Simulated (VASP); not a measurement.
Output of a VASP run:

File OSZICAR:
```
...
RMM:   3    -0.221092072624E+03   -0.21275E-02   -0.23240E-02   878   0.205E-01    0.177E-01
RMM:   4    -0.221092170614E+03   -0.97991E-04   -0.30441E-03   870   0.827E-02    0.881E-02
RMM:   5    -0.221092170294E+03    0.31998E-06   -0.72328E-04   840   0.411E-02    0.446E-02
RMM:   6    -0.221092186013E+03   -0.15719E-04   -0.20269E-04   889   0.209E-02    0.250E-02
RMM:   7    -0.221092188316E+03   -0.23037E-05   -0.33588E-05   522   0.943E-03
  14 F= -.22109219E+03 E0= -.22107485E+03  d E =-.152360E-01  mag=     1.0000
       N       E                     dE             d eps       ncg     rms          rms(c)
DAV:   1    -0.221088936138E+03    0.32499E-02   -0.89134E-01   816   0.148E+00    0.651E-01
RMM:   2    -0.221094217645E+03   -0.52815E-02   -0.60010E-02   769   0.379E-01    0.172E-01
RMM:   3    -0.221095419950E+03   -0.12023E-02   -0.13143E-02   878   0.154E-01    0.132E-01
RMM:   4    -0.221095475245E+03   -0.55295E-04   -0.17188E-03   868   0.621E-02    0.651E-02
RMM:   5    -0.221095475882E+03   -0.63651E-06   -0.41373E-04   843   0.309E-02    0.333E-02
RMM:   6    -0.221095484134E+03   -0.82524E-05   -0.11098E-04   752   0.157E-02    0.186E-02
RMM:   7    -0.221095485234E+03   -0.10999E-05   -0.18380E-05   469   0.713E-03
  15 F= -.22109549E+03 E0= -.22107815E+03  d E =-.185329E-01  mag=     1.0000
       N       E                     dE             d eps       ncg     rms          rms(c)
DAV:   1    -0.221095971175E+03   -0.48704E-03   -0.89902E-01   768   0.148E+00    0.619E-01
RMM:   2    -0.221101177446E+03   -0.52063E-02   -0.59792E-02   770   0.378E-01    0.170E-01
RMM:   3    -0.221102418985E+03   -0.12415E-02   -0.13129E-02   879   0.154E-01    0.153E-01
RMM:   4    -0.221102489892E+03   -0.70907E-04   -0.16243E-03   879   0.609E-02    0.895E-02
RMM:   5    -0.221102468901E+03    0.20991E-04   -0.42483E-04   814   0.324E-02    0.417E-02
RMM:   6    -0.221102478155E+03   -0.92536E-05   -0.12221E-04   797   0.170E-02    0.211E-02
RMM:   7    -0.221102479904E+03   -0.17487E-05   -0.21764E-05   479   0.790E-03
  16 F= -.22110248E+03 E0= -.22108468E+03  d E =-.699467E-02  mag=     1.0000
       N       E                     dE             d eps       ncg     rms          rms(c)
DAV:   1    -0.221101856049E+03    0.62211E-03   -0.23795E-01   864   0.763E-01    0.322E-01
RMM:   2    -0.221103255090E+03   -0.13990E-02   -0.16028E-02   770   0.195E-01    0.888E-02
RMM:   3    -0.221103594453E+03   -0.33936E-03   -0.35818E-03   881   0.798E-02    0.799E-02
RMM:   4    -0.221103613752E+03   -0.19299E-04   -0.44128E-04   880   0.316E-02    0.474E-02
RMM:   5    -0.221103607930E+03    0.58224E-05   -0.11639E-04   758   0.169E-02    0.220E-02
RMM:   6    -0.221103610147E+03   -0.22167E-05   -0.28180E-05   498   0.886E-03
  17 F= -.22110361E+03 E0= -.22108560E+03  d E =-.812491E-02  mag=     1.0000
       N       E                     dE             d eps       ncg     rms          rms(c)
DAV:   1    -0.221104181060E+03   -0.57313E-03   -0.33590E-01   800   0.924E-01    0.384E-01
RMM:   2    -0.221106055886E+03   -0.18748E-02   -0.21856E-02   768   0.235E-01    0.113E-01
RMM:   3    -0.221106502675E+03   -0.44679E-03   -0.46767E-03   870   0.963E-02    0.101E-01
RMM:   4    -0.221106532140E+03   -0.29465E-04   -0.58364E-04   884   0.381E-02    0.584E-02
RMM:   5    -0.221106526963E+03    0.51776E-05   -0.14629E-04   814   0.200E-02    0.256E-02
RMM:   6    -0.221106531291E+03   -0.43281E-05   -0.39441E-05   537   0.105E-02
  18 F= -.22110653E+03 E0= -.22108808E+03  d E =-.292114E-02  mag=     1.0000
```

OUTCAR:
```
------------------------ aborting loop because EDIFF is reached ----------------------------------------
  FORCE on cell =-STRESS in cart. coord.  units (eV):
  Direction    XX          YY          ZZ          XY          YZ          ZX
  --------------------------------------------------------------------------------------
  Total       51.7119805     51.3114274     52.0054278     -4.6673096     -4.5031399      4.5739462
  in kB       36.6854778     36.4013177     36.8936550     -3.3110796     -3.1946144      3.2448458
  external PRESSURE =      36.6601501 kB  Pullay stress =       0.0000000 kB
  volume of cell :     2258.43
      direct lattice vectors                 reciprocal lattice vectors
    13.120061113  0.000000000  0.000000000     0.076219157  0.000000000  0.000000000
     0.000000000 13.120061113  0.000000000     0.000000000  0.076219157  0.000000000
     0.000000000  0.000000000 13.120061113     0.000000000  0.000000000  0.076219157
  FREE ENERGIE OF THE ION-ELECTRON SYSTEM (eV)
  ---------------------------------------------------
  free  energy   TOTEN  =      -221.1065312907 eV

  energy  without entropy=     -221.0696372071  energy(sigma->0) =     -221.08808425

 total charge

# of ion       s       p       d       tot
------------------------------------------
    1        1.368   2.030   0.020   3.418
    2        1.369   2.013   0.016   3.398
    3        1.365   2.037   0.017   3.420
    4        1.369   2.029   0.017   3.415
    5        1.369   2.030   0.017   3.416
    6        1.366   2.028   0.015   3.409
    7        1.367   2.031   0.020   3.419
    8        1.368   2.031   0.020   3.418
    9        1.366   2.034   0.016   3.416
   10        1.366   2.038   0.018   3.421
   11        1.366   2.029   0.016   3.411
   12        1.366   2.035   0.017   3.417
   13        1.369   2.025   0.016   3.410
   14        1.369   2.015   0.016   3.400
   15        1.369   2.029   0.017   3.415
   16        1.368   2.029   0.017   3.415
   17        1.366   2.037   0.017   3.420
   18        1.366   2.034   0.016   3.417
   19        1.368   2.020   0.017   3.404
   20        1.366   2.035   0.016   3.417
   21        1.366   2.029   0.015   3.410
   22        1.368   2.029   0.018   3.415
   23        1.368   2.029   0.018   3.415
   24        1.366   2.033   0.016   3.415
   25        1.366   2.034   0.016   3.416
   26        1.366   2.031   0.016   3.413
   27        1.366   2.030   0.016   3.411
   28        1.369   2.025   0.016   3.410
   29        1.369   2.025   0.016   3.410
   30        1.366   2.035   0.017   3.417
   31        1.366   2.033   0.016   3.415
   32        1.795   1.069   0.108   2.971
   33        1.796   1.077   0.115   2.988
   34        1.798   1.082   0.115   2.995
   35        1.796   1.065   0.109   2.971
   36        1.797   1.070   0.111   2.978
   37        1.772   1.167   0.099   3.038
   38        1.797   1.069   0.111   2.977
   39        1.795   1.069   0.107   2.970
   40        1.778   1.135   0.114   3.027
   41        1.775   1.143   0.114   3.032
   42        1.798   1.078   0.114   2.990
   43        1.797   1.095   0.114   3.007
   44        1.797   1.074   0.115   2.986
   45        1.795   1.067   0.108   2.969
   46        1.798   1.071   0.108   2.977
   47        1.798   1.079   0.114   2.991
   48        1.767   1.172   0.100   3.039
...
```
(Selected blocks of OUTCAR.)

**POSCAR**
```
Pb32SnTe31
1
   13.1200611128     0.0000000000     0.0000000000
    0.0000000000    13.1200611128    -0.0000000000
   -0.0000000000    -0.0000000000    13.1200611128
Te Pb Sn
31 32 1
Direct
  0.7403358235   0.2573027426   0.2479458527
  0.9918840989   0.5032737372   0.2486915108
  0.9913464469   0.2561473610   0.4973075627
  0.2422258831   0.2586700790   0.2479876755
  0.7392335654   0.7552245770   0.2480737688
  0.9864060304   0.0093113098   0.2485201009
  0.4920619968   0.2578000890   0.4954955487
  0.7402731862   0.5053770453   0.4958042770
  0.9913624920   0.7542827702   0.4968360454
  0.7410884985   0.2562843146   0.7479149331
  0.9863375274   0.5037584436   0.7466525858
  0.9913254135   0.2562899653   0.9989645001
  0.2436237574   0.7536094623   0.2481545270
  0.4958607922   0.0050175047   0.2489559498
  0.2430822267   0.5056115017   0.4952175571
  0.4921328835   0.7533371686   0.4949348879
  0.7411987263   0.0058363469   0.4971755873
  0.2431090935   0.2568323812   0.7477408214
  0.4960676245   0.5028088215   0.7480059234
  0.7406836182   0.7545236564   0.7480049175
  0.9873366930   0.0085421863   0.7469120820
  0.4918502286   0.2579351185   0.0000996856
  0.7397182321   0.5056049360   0.9999457255
  0.9911452857   0.7540845524   0.9994791054
  0.2434167238   0.0060010712   0.4965581257
  0.2428248014   0.7544470852   0.7478788421
  0.4947081213   0.0093429195   0.7465491574
  0.2425837463   0.5055808398   0.0000261106
  0.4910743386   0.7538569290   0.0000049353
  0.7410926064   0.0059889932   0.9988650469
  0.2431407599   0.0059021589   0.9993617050
  0.5067357330   0.9935215923   0.0203038189
  0.7556689081   0.2462904929   0.0019417803
  0.7427145907   0.9927750224   0.2519130245
  0.0090178614   0.9936522940   0.0236030507
  0.2560660814   0.2462088084   0.0013636858
  0.5130584937   0.4910280535   0.0294659971
  0.7553266989   0.7453151693   0.0017677805
  0.2757208003   0.9941797709   0.2517132855
  0.5141353603   0.2772908162   0.2535765545
  0.7238225318   0.4903006777   0.2535406112
  0.5068329985   0.9925634422   0.4848744557
  0.7560701245   0.2459424962   0.5012714195
  0.7389528295   0.9938903132   0.7523124794
  0.0093675530   0.4955923024   0.0194247280
  0.2560037654   0.7460400621   0.0011268458
  0.0106116184   0.2608956440   0.2518205240
  0.2802931736   0.4911170410   0.2534095993
  0.5128140884   0.7200926902   0.2534538240
  0.0089993445   0.9937029553   0.4811440667
  0.2563319524   0.2467407808   0.5006830294
  0.5131144548   0.4906663694   0.4718770973
  0.7548152893   0.7447916212   0.5005984657
  0.2800378435   0.9937694830   0.7523677724
  0.5067894174   0.2608853045   0.7524312116
  0.7424928923   0.4956142821   0.7519684331
  0.0093384334   0.7269595953   0.2517520357
  0.0103336662   0.4953211676   0.4846379036
  0.2555374494   0.7465405952   0.5007891340
  0.0091248839   0.2645111754   0.7524086063
  0.2763051552   0.4957023653   0.7528149779
  0.5072399152   0.7260511742   0.7532848251
  0.0091223676   0.7225153199   0.7524061439
  0.4966095019   0.5023170541   0.2493637780
```

Q: Write an INCAR and KPOINTS that could have produced this output.

A: One answer among several that fit: the input of the run itself, PBE GGA, plane waves, VASP's PBE PAW potentials (set 64).

**INCAR**
```
LCHARG=.False.
LREAL=Auto   # projection in real space or not
ISIF=2   # forces and stress, cell fixed
EDIFF=1E-5
NUPDOWN=1
NELECT=319.0
ISYM=0
SIGMA=0.05
LORBIT=10
GGA=PE   # PBE
NSW=120
ISPIN=2
EDIFFG=-0.03   # ionic stop
LMAXMIX=4   # l cut-off of mixed one-centre charges
LWAVE=.False.
IBRION=2
LASPH=.True.   # aspherical one-centre terms
PREC=Normal
ENCUT=400   # plane-wave cut-off (eV)
ISMEAR=0   # Gaussian
NELM=100   # most electronic steps
ALGO=Fast   # Davidson, then RMM-DIIS
SYSTEM=Pb32SnTe31
NELMIN=4
MAGMOM=64*0.0156
```

### KPOINTS
```
K-points
0
G
 1 1 1
0 0 0
```

POTCAR, in this order: Te Pb Sn (PBE.64 set). Program: vasp_gam.

The cell is charged, with a uniform compensating background. The supercell is sampled at Γ alone, which is coarse: total energies, pressure and levels can be off, energies of defects by several tenths of an eV.

The cell is a supercell with a defect, built from PbTe (rock salt): Sn_Te, charge -1.
